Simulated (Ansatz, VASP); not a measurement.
HfMoC2: VASP beside Ansatz

```
Hf Mo C
1.0
     3.12627    0.00000    0.00000
     0.00000    3.12627    0.00000
     0.00000    0.00000    4.39360
Hf Mo C
1 1 2
Direct
  0.00000 0.00000 0.00000
  0.50000 0.50000 0.50000
  0.50000 0.50000 0.00000
  0.00000 0.00000 0.50000
```

Change from the starting cell: volume scaled by 0.94.

Alike in both runs: task single point; functional PBEsol; k mesh 8 × 8 × 6; occupations fermi-dirac, width 0.05 eV; no spin polarisation.

|  | VASP | Ansatz |
| --- | --- | --- |
| version | VASP 6.6.1 | Ansatz 0.2.0 |
| potentials or method | VASP PAW PBE potentials, release 64 (Hf_pv, Mo_sv, C), cutoff 520 eV | all-electron LAPW, scalar-relativistic |

VASP gave:

| Property | Result |
| --- | --- |
| gap on the k mesh at the Fermi level (eV) | none |
| pressure (GPa) | 9.7 |
| largest component of the traceless stress (GPa) | 3.13 |

Question: Which values does Ansatz return?

Answer: gap on the k mesh at the Fermi level (eV): none; pressure (GPa): 9.4; largest component of the traceless stress (GPa): 3.15.

A gap of «none» marks a metal or a gap that the smearing closes. Ansatz ran all-electron here, so the differences hold the error of VASP's frozen core and of both bases.

Caveats: the PAW data sets were made with another functional, which shifts forces and pressure a little (VASP). Spin-orbit coupling is left out, which matters for the levels of Hf.
